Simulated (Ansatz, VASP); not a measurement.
## One calculation of Sb3Pb, two programs

Contents of INCAR:

```
SYSTEM = Sb3Pb
  ALGO = Normal
  EDIFF = 1E-7
  ENCUT = 520
  GGA = PE
  ISIF = 2
  ISMEAR = 0
  LASPH = .True.
  LCHARG = .False.
  LREAL = .False.
  LWAVE = .False.
  NBANDS = 22
  NELM = 80
  PREC = Accurate
  SIGMA = 0.1
```

Contents of KPOINTS:

```
k-points
0
Gamma
  10 10 10
  0 0 0
```

POSCAR

```
Sb3Pb
1.0
   -3.0183961452      3.0183961452      3.0183961452
    3.0183961452     -3.0183961452      3.0183961452
    3.0183961452      3.0183961452     -3.0183961452
Sb Pb
3 1
Direct
    0.0000000000      0.5000000000      0.5000000000
    0.5000000000      0.0000000000      0.5000000000
    0.5000000000      0.5000000000      0.0000000000
    0.0000000000      0.0000000000      0.0000000000
```

Input for Ansatz:

```yaml
crystal:
  lattice:
    - [-3.0183961452, 3.0183961452, 3.0183961452]
    - [3.0183961452, -3.0183961452, 3.0183961452]
    - [3.0183961452, 3.0183961452, -3.0183961452]
  atoms:
    - { symbol: Sb, position: [0.0, 0.5, 0.5] }
    - { symbol: Sb, position: [0.5, 0.0, 0.5] }
    - { symbol: Sb, position: [0.5, 0.5, 0.0] }
    - { symbol: Pb, position: [0.0, 0.0, 0.0] }
basis:
  ecutwfc: 420
kpoints:
  mp_grid: { grid: [10, 10, 10] }
hamiltonian:
  xc: pbe
scf:
  occupations: { method: gaussian, width: 0.1 }
output:
  forces: true
  stress: true
  eigenvalues: true
```

Alike in both runs: task single point; functional PBE; k mesh 10 × 10 × 10; occupations gaussian, width 0.1 eV; no spin polarisation.

|  | VASP | Ansatz |
| --- | --- | --- |
| version | VASP 6.6.1 | Ansatz 0.2.0 |
| potentials or method | VASP PAW PBE potentials, release 64 (Sb, Pb_d) | scalar-relativistic, plane waves, PAW |
| plane-wave cutoff (eV) | 520 | 420 |
| valence electrons in the cell | 29 | 59 |

```csv
,VASP,Ansatz,Ansatz less VASP
gap on the k mesh at the Fermi level (eV),none,none,-
pressure (GPa),8.4,8.4,+0.02
```

A gap of «none» marks a metal or a gap that the smearing closes. With one functional, cell and mesh, what is left measures potentials, basis and numerics. The two sets of potentials don't hold the same shells in valence.

The runs have no spin-orbit coupling, so splittings on Pb, Sb are missing.
